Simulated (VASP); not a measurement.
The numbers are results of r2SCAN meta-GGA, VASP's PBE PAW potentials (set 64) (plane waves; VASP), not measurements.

A VASP calculation is set up with these files.

File POSCAR:
```
MoTe2
1
    1.7812607769    -3.0852337311     0.0000000000
    1.7812607769     3.0852337311     0.0000000000
    0.0000000000     0.0000000000    14.6148866214
Te Mo
4 2
Direct
  0.3333330000   0.6666670000   0.8724781241
  0.6666670000   0.3333330000   0.3724781241
  0.6666670000   0.3333330000   0.1275218759
  0.3333330000   0.6666670000   0.6275218759
  0.3333330000   0.6666670000   0.2500000000
  0.6666670000   0.3333330000   0.7500000000
```

**INCAR**
```
NBANDS=93
LCHARG=.FALSE.
SIGMA=0.01
LOPTICS=.TRUE.
LASPH=.TRUE.   # aspherical one-centre terms
ALGO=Normal   # blocked Davidson
LWAVE=.FALSE.
LMIXTAU=.TRUE.
LMAXMIX=4   # l cut-off of mixed one-centre charges
ISMEAR=0
PREC=Accurate
CSHIFT=0.1
EDIFF=1E-7   # SCF stop (eV)
LREAL=.FALSE.   # projection in real space or not
NEDOS=1001   # DOS grid
LPEAD=.TRUE.
SYSTEM=MoTe2
METAGGA=R2SCAN
ENCUT=400
NELM=100   # most electronic steps
```

KPOINTS:
```
Automatic
0
G
  13 13 3
0 0 0
```

POTCAR, in this order: Te Mo_sv (PBE.64 set). Program: vasp_std.

Output

File OSZICAR:
```
       N       E                     dE             d eps       ncg     rms          rms(c)
DAV:   1     0.268475016263E+03    0.26848E+03   -0.20075E+04  8204   0.416E+02
DAV:   2    -0.155541994531E+03   -0.42402E+03   -0.40464E+03  9164   0.156E+02
DAV:   3    -0.171393928614E+03   -0.15852E+02   -0.15596E+02  9312   0.295E+01
DAV:   4    -0.171562462164E+03   -0.16853E+00   -0.16847E+00  9104   0.307E+00
DAV:   5    -0.171565794221E+03   -0.33321E-02   -0.33319E-02  9152   0.420E-01    0.236E+01
DAV:   6    -0.164152841463E+03    0.74130E+01   -0.44258E+00  8600   0.763E+00    0.855E+00
DAV:   7    -0.160526354473E+03    0.36265E+01   -0.10903E+00  8788   0.299E+00    0.523E+00
DAV:   8    -0.158604536207E+03    0.19218E+01   -0.70532E-01  8405   0.284E+00    0.350E+00
DAV:   9    -0.158431733771E+03    0.17280E+00   -0.16855E-01  8147   0.119E+00    0.130E+00
DAV:  10    -0.156716384977E+03    0.17153E+01   -0.27074E-01  8267   0.162E+00    0.578E-01
DAV:  11    -0.155315639196E+03    0.14007E+01   -0.12060E-01  8487   0.875E-01    0.334E-01
DAV:  12    -0.155922744260E+03   -0.60711E+00   -0.10275E-01  8301   0.784E-01    0.250E-01
DAV:  13    -0.155518830329E+03    0.40391E+00   -0.56646E-02  8163   0.653E-01    0.253E-01
DAV:  14    -0.155404985039E+03    0.11385E+00   -0.10338E-01  7963   0.778E-01    0.204E-01
DAV:  15    -0.155458831082E+03   -0.53846E-01   -0.70458E-03  8761   0.208E-01    0.174E-01
DAV:  16    -0.155480375086E+03   -0.21544E-01   -0.12098E-03  8468   0.935E-02    0.191E-01
DAV:  17    -0.155607797097E+03   -0.12742E+00   -0.14336E-02  7976   0.275E-01    0.286E-01
DAV:  18    -0.155608969826E+03   -0.11727E-02   -0.27577E-04  9403   0.358E-02    0.292E-01
DAV:  19    -0.155592909248E+03    0.16061E-01   -0.40386E-04  8237   0.555E-02    0.266E-01
DAV:  20    -0.155656141831E+03   -0.63233E-01   -0.20574E-02  8137   0.350E-01    0.436E-01
DAV:  21    -0.155658740239E+03   -0.25984E-02   -0.21078E-03  9140   0.121E-01    0.472E-01
DAV:  22    -0.155658569691E+03    0.17055E-03   -0.14423E-04  8784   0.399E-02    0.488E-01
DAV:  23    -0.155659499152E+03   -0.92946E-03   -0.62703E-04  8148   0.736E-02    0.431E-01
DAV:  24    -0.155659824970E+03   -0.32582E-03   -0.16458E-04  8143   0.358E-02    0.386E-01
DAV:  25    -0.155659899285E+03   -0.74315E-04   -0.75746E-05  8370   0.272E-02    0.387E-01
DAV:  26    -0.155659782388E+03    0.11690E-03   -0.16749E-04  8117   0.374E-02    0.328E-01
DAV:  27    -0.155659674595E+03    0.10779E-03   -0.35740E-05  8335   0.182E-02    0.298E-01
DAV:  28    -0.155659464092E+03    0.21050E-03   -0.34419E-05  9167   0.215E-02    0.250E-01
DAV:  29    -0.155659603167E+03   -0.13907E-03   -0.44631E-05  8104   0.207E-02    0.187E-01
DAV:  30    -0.155659543315E+03    0.59852E-04   -0.17150E-05  9068   0.145E-02    0.126E-01
DAV:  31    -0.155659564011E+03   -0.20696E-04   -0.11413E-05  8518   0.111E-02    0.914E-02
DAV:  32    -0.155659573709E+03   -0.96981E-05   -0.16498E-05  8521   0.123E-02    0.633E-02
DAV:  33    -0.155659605968E+03   -0.32258E-04   -0.99692E-06  8847   0.853E-03    0.378E-02
DAV:  34    -0.155659606809E+03   -0.84136E-06   -0.36327E-06  8303   0.514E-03    0.279E-02
DAV:  35    -0.155659619920E+03   -0.13110E-04   -0.28166E-06  8134   0.411E-03    0.141E-02
DAV:  36    -0.155659619401E+03    0.51890E-06   -0.14264E-06  8356   0.333E-03    0.769E-03
DAV:  37    -0.155659619032E+03    0.36881E-06   -0.54997E-07  8879   0.218E-03    0.783E-03
DAV:  38    -0.155659616706E+03    0.23260E-05   -0.18518E-07  8966   0.135E-03    0.723E-03
DAV:  39    -0.155659617573E+03   -0.86742E-06   -0.16641E-07  8161   0.109E-03    0.594E-03
DAV:  40    -0.155659616903E+03    0.67055E-06   -0.25749E-07  7769   0.138E-03    0.320E-03
DAV:  41    -0.155659618359E+03   -0.14564E-05   -0.25597E-08  7403   0.476E-04    0.217E-03
DAV:  42    -0.155659617656E+03    0.70381E-06   -0.37683E-08  6879   0.579E-04    0.146E-03
DAV:  43    -0.155659619014E+03   -0.13588E-05   -0.27237E-08  7116   0.532E-04    0.742E-04
DAV:  44    -0.155659618089E+03    0.92510E-06   -0.57584E-09  4704   0.227E-04    0.378E-04
DAV:  45    -0.155659618509E+03   -0.41964E-06   -0.47739E-09  4346   0.199E-04    0.249E-04
DAV:  46    -0.155659618500E+03    0.85856E-08   -0.99138E-10  4216   0.853E-05
   1 F= -.15565962E+03 E0= -.15565962E+03  d E =-.441423E-26
 imaginary and real dielectric function
```

### OUTCAR
```
------------------------ aborting loop because EDIFF is reached ----------------------------------------
  FORCE on cell =-STRESS in cart. coord.  units (eV):
  Direction    XX          YY          ZZ          XY          YZ          ZX
  --------------------------------------------------------------------------------------
  Total       -0.0449616     -0.0449616      0.0923970     -0.0000000     -0.0000000     -0.0000000
  in kB       -0.4484471     -0.4484469      0.9215679     -0.0000000     -0.0000000     -0.0000000
  external PRESSURE =       0.0082246 kB  Pullay stress =       0.0000000 kB
  volume of cell :      160.64
      direct lattice vectors                 reciprocal lattice vectors
     1.781260777 -3.085233731  0.000000000     0.280700056 -0.162062276  0.000000000
     1.781260777  3.085233731  0.000000000     0.280700056  0.162062276  0.000000000
     0.000000000  0.000000000 14.614886621     0.000000000  0.000000000  0.068423384
 POSITION                                       TOTAL-FORCE (eV/Angst)
 -----------------------------------------------------------------------------------
      1.78126      1.02841     12.75117        -0.000000     -0.000000      0.015556
      1.78126     -1.02841      5.44373        -0.000000      0.000000      0.015556
      1.78126     -1.02841      1.86372        -0.000000      0.000000     -0.015556
      1.78126      1.02841      9.17116         0.000000     -0.000000     -0.015556
      1.78126      1.02841      3.65372         0.000000     -0.000000     -0.000000
      1.78126     -1.02841     10.96116        -0.000000     -0.000000     -0.000000
 -----------------------------------------------------------------------------------
    total drift:                               -0.000267      0.001643     -0.000027
  FREE ENERGIE OF THE ION-ELECTRON SYSTEM (eV)
  ---------------------------------------------------
  free  energy   TOTEN  =      -155.6596185003 eV

  energy  without entropy=     -155.6596185003  energy(sigma->0) =     -155.65961850

 plasma frequency squared (from intraband transitions) (eV^2)
  --------------------------------------------------------------------------------------
       0.000       0.000       0.000
       0.000       0.000       0.000
       0.000       0.000       0.000

 plasma frequency squared (from interband transitions, int dw w eps(2)(w)) (eV^2)
  --------------------------------------------------------------------------------------
     403.332       0.000       0.000      -0.000       0.000       0.000
       0.000       0.000     403.332       0.000      -0.000       0.000
       0.000      -0.000      -0.000      -0.000     408.567       0.000
```
(Selected blocks of OUTCAR.)

The dielectric response may not be converged in the k-mesh; for small gaps it tends to come out too large.

The compound is MoTe2 in the 2H layered structure. It was relaxed first, which changed the volume by +7 %.
